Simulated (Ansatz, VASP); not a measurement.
**One calculation of PC3, two programs**

```
P C
1.0
     4.05986    0.00000    0.00000
     0.00000    4.05986    0.00000
     0.00000    0.00000    4.05986
P C
2 6
Direct
  0.00000 0.00000 0.00000
  0.50000 0.50000 0.50000
  0.25000 0.00000 0.50000
  0.50000 0.75000 0.00000
  0.75000 0.00000 0.50000
  0.50000 0.25000 0.00000
  0.00000 0.50000 0.75000
  0.00000 0.50000 0.25000
```

Change from the starting cell: species swapped into the SnMo3 type (Pm-3n, No. 223).

Alike in both runs: task single point; functional PBE; k mesh 4 × 4 × 4; occupations gaussian, width 0.1 eV; collinear spin.

```csv
,VASP,Ansatz
version,VASP 6.6.1,Ansatz 0.2.0
potentials or method,"VASP PAW PBE potentials, release 64 (P, C)","scalar-relativistic, plane waves, PAW"
plane-wave cutoff (eV),520,420
valence electrons in the cell,34,34
```

Ansatz gave:

```
gap on the k mesh at the Fermi level (eV) : none
pressure (GPa)                            : -0.4
net moment per atom (μB)                  : 0.00
```

Q: What did VASP give for the same quantities?

A: gap on the k mesh at the Fermi level (eV): none; pressure (GPa): -0.5; net moment per atom (μB): 0.00.

A gap of «none» marks a metal or a gap that the smearing closes. Ansatz warned: «seeded_moment_not_kept».

Caveats: the k mesh is coarse (spacing up to 0.39 Å⁻¹), so the values aren't converged.
